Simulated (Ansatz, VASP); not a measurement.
## Two plane-wave programs on Zr3Sb2

Contents of INCAR:

```
ALGO     = Normal         # electronic algorithm
EDIFF    = 1E-6           # SCF threshold, eV
EDIFFG   = -0.01          # ionic threshold
ENCUT    = 600            # plane-wave cutoff, eV
GGA      = PE             # functional
IBRION   = 2              # ionic algorithm
ISIF     = 3              # what is computed and relaxed
ISMEAR   = 0              # smearing method
LASPH    = T              # aspherical terms in the spheres
LCHARG   = F              # write CHGCAR
LREAL    = F              # projectors in reciprocal space
LWAVE    = F              # write WAVECAR
NELM     = 100            # most SCF steps
NSW      = 100            # ionic steps
PREC     = Accurate       # precision mode
SIGMA    = 0.1            # smearing width, eV
```

Contents of KPOINTS:

```
k-points
0
Gamma
  8 8 8
```

POSCAR

```
Zr3Sb2
1.0
    5.2737586471      0.0000000000      0.0000000000
    0.0000000000      5.2737586471      0.0000000000
    0.0000000000      0.0000000000      5.2737586471
Zr Sb
3 2
Direct
    0.0000000000      0.5000000000      0.5000000000
    0.5000000000      0.0000000000      0.5000000000
    0.5000000000      0.5000000000      0.0000000000
    0.0000000000      0.0000000000      0.0000000000
    0.5000000000      0.5000000000      0.5000000000
```

Input for Ansatz:

```yaml
crystal:
  lattice:
    - [5.2737586471, 0.0, 0.0]
    - [0.0, 5.2737586471, 0.0]
    - [0.0, 0.0, 5.2737586471]
  atoms:
    - { symbol: Zr, position: [0.0, 0.5, 0.5] }
    - { symbol: Zr, position: [0.5, 0.0, 0.5] }
    - { symbol: Zr, position: [0.5, 0.5, 0.0] }
    - { symbol: Sb, position: [0.0, 0.0, 0.0] }
    - { symbol: Sb, position: [0.5, 0.5, 0.5] }
basis:
  ecutwfc: 420
kpoints:
  mp_grid: { grid: [8, 8, 8] }
hamiltonian:
  xc: pbe
scf:
  occupations: { method: gaussian, width: 0.1 }
output:
  forces: true
  stress: true
  eigenvalues: true
relax:
  adjacent_minimum: "off"
  f_tol: 0.01
  max_steps: 80
  cell: { stress_tol: 0.05 }
```

Alike in both runs: task relaxation of cell and atoms; functional PBE; k mesh 8 × 8 × 8; occupations gaussian, width 0.1 eV; no spin polarisation.

|  | VASP | Ansatz |
| --- | --- | --- |
| version | VASP 6.6.1 | Ansatz 0.2.0 |
| potentials or method | VASP PAW PBE potentials, release 64 (Zr_sv, Sb) | scalar-relativistic, plane waves, PAW |
| plane-wave cutoff (eV) | 600 | 420 |
| valence electrons in the cell | 46 | 66 |

|  | VASP | Ansatz | Ansatz less VASP |
| --- | --- | --- | --- |
| gap on the k mesh at the Fermi level, each at its own relaxed structure (eV) | none | none | - |
| relaxed volume (Å³/atom) | 29.49 | 29.49 | -0.002 |
| relaxed cell length with the largest relative difference (Å) | 5.283 | 5.283 | -0.0001 |

A gap of «none» marks a metal or a gap that the smearing closes. The two sets of potentials don't hold the same shells in valence.

The runs have no spin-orbit coupling, so splittings on Sb are missing.
